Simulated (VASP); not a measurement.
Calculation: PBE GGA, VASP's PBE PAW potentials (set 64) (plane waves; VASP).

A VASP calculation is set up with these files.

**INCAR**
```
NELM=100   ! most electronic steps
LASPH=.TRUE.   ! aspherical one-centre terms
SYSTEM=NiSb
LORBIT=11   ! lm-projected
LWAVE=.FALSE.
ISMEAR=0
LREAL=.FALSE.   ! projection in real space or not
ENCUT=520
SIGMA=0.05
EDIFF=1E-7   ! SCF stop (eV)
ALGO=Normal   ! blocked Davidson
PREC=Accurate
LMAXMIX=4   ! l cut-off of mixed one-centre charges
LCHARG=.FALSE.
ICHARG=11   ! fixed density
GGA=PE   ! PBE
```

### POSCAR
```
NiSb
1
    1.9864414861    -3.4406177487    -0.0000000000
    1.9864414861     3.4406177487    -0.0000000000
    0.0000000000    -0.0000000000     5.1651294624
Ni Sb
2 2
Direct
  0.0000000000   0.0000000000   0.5000000000
  0.0000000000   0.0000000000   0.0000000000
  0.3333330000   0.6666670000   0.2500000000
  0.6666670000   0.3333330000   0.7500000000
```

### KPOINTS
```
k-points along high-symmetry lines
10
Line-mode
Reciprocal
  0.000000   0.000000   0.000000 ! GAMMA
 -0.000000   0.500000   0.000000 ! M

 -0.000000   0.500000   0.000000 ! M
 -0.333333   0.666667   0.000000 ! K

 -0.333333   0.666667   0.000000 ! K
  0.000000   0.000000   0.000000 ! GAMMA

  0.000000   0.000000   0.000000 ! GAMMA
  0.000000   0.000000   0.500000 ! A

  0.000000   0.000000   0.500000 ! A
 -0.000000   0.500000   0.500000 ! L

 -0.000000   0.500000   0.500000 ! L
 -0.333333   0.666667   0.500000 ! H

 -0.333333   0.666667   0.500000 ! H
  0.000000   0.000000   0.500000 ! A

 -0.000000   0.500000   0.500000 ! L
 -0.000000   0.500000   0.000000 ! M

 -0.333333   0.666667   0.500000 ! H
 -0.333333   0.666667   0.000000 ! K
```

POTCAR, in this order: Ni Sb (PBE.64 set). Program: vasp_std. Read from the step before: CHGCAR.

The resulting files:

OSZICAR:
```
       N       E                     dE             d eps       ncg     rms          rms(c)
DAV:   1     0.161954082665E+03    0.16195E+03   -0.12742E+04  3420   0.163E+03
DAV:   2    -0.116172900206E+02   -0.17357E+03   -0.16885E+03  3477   0.319E+02
DAV:   3    -0.197386115669E+02   -0.81213E+01   -0.78444E+01  3933   0.837E+01
DAV:   4    -0.199421368797E+02   -0.20353E+00   -0.20078E+00  3744   0.120E+01
DAV:   5    -0.199490780591E+02   -0.69412E-02   -0.69367E-02  4334   0.233E+00
DAV:   6    -0.199493182555E+02   -0.24020E-03   -0.24019E-03  4445   0.362E-01
DAV:   7    -0.199493220938E+02   -0.38384E-05   -0.38388E-05  4450   0.405E-02
DAV:   8    -0.199493222347E+02   -0.14082E-06   -0.14066E-06  3104   0.497E-03
DAV:   9    -0.199493222385E+02   -0.38071E-08   -0.36569E-08  2325   0.129E-03
   1 F= -.19949322E+02 E0= -.19945905E+02  d E =-.683521E-02
```

File OUTCAR:
```
 val. band max:        9.7931649781   @ k =   0.0000   0.0556   0.5000

 cond. band min:       9.7950183712   @ k =  -0.0370   0.0741   0.5000



 k-point     1 :       0.0000    0.0000    0.0000
  band No.  band energies     occupation
      1      -3.1352      2.00000
      2       1.2423      2.00000
      3       3.5536      2.00000
      4       5.8135      2.00000
      5       5.8135      2.00000
      6       6.5690      2.00000
      7       7.1415      2.00000
      8       7.1415      2.00000
      9       7.5791      2.00000
     10       7.5791      2.00000
     11       8.3298      2.00000
     12       8.3298      2.00000
     13       9.5801      2.00000
     14      10.1651      0.00000
     15      10.1651      0.00000
     16      11.9915      0.00000
     17      11.9915      0.00000
     18      12.6930      0.00000
     19      13.5050      0.00000

 k-point     2 :       0.0000    0.0556    0.0000
  band No.  band energies     occupation
      1      -3.0976      2.00000
      2       1.2404      2.00000
      3       3.5962      2.00000
      4       5.8062      2.00000
      5       5.8214      2.00000
      6       6.5559      2.00000
      7       7.1121      2.00000
      8       7.1255      2.00000
      9       7.5563      2.00000
     10       7.5860      2.00000
     11       8.3275      2.00000
     12       8.3300      2.00000
     13       9.5687      2.00000
     14       9.8326      0.28188
     15      10.0148      0.00000
     16      11.7115      0.00000
     17      12.1309      0.00000
     18      13.1901      0.00000
     19      13.4488      0.00000

 k-point     3 :       0.0000    0.1111    0.0000
  band No.  band energies     occupation
      1      -2.9851      2.00000
      2       1.2318      2.00000
      3       3.7232      2.00000
      4       5.7774      2.00000
      5       5.8451      2.00000
      6       6.5063      2.00000
      7       7.0257      2.00000
      8       7.0806      2.00000
...
```

The density is held fixed in this step, so its total energy and stress have no physical meaning. Unless said otherwise, spin-orbit coupling is left out, though it shifts the bands of the heavy elements here.

The compound is NiSb in the NiAs type structure. It was relaxed first. The run is not spin-polarised, so no magnetic state was tried.
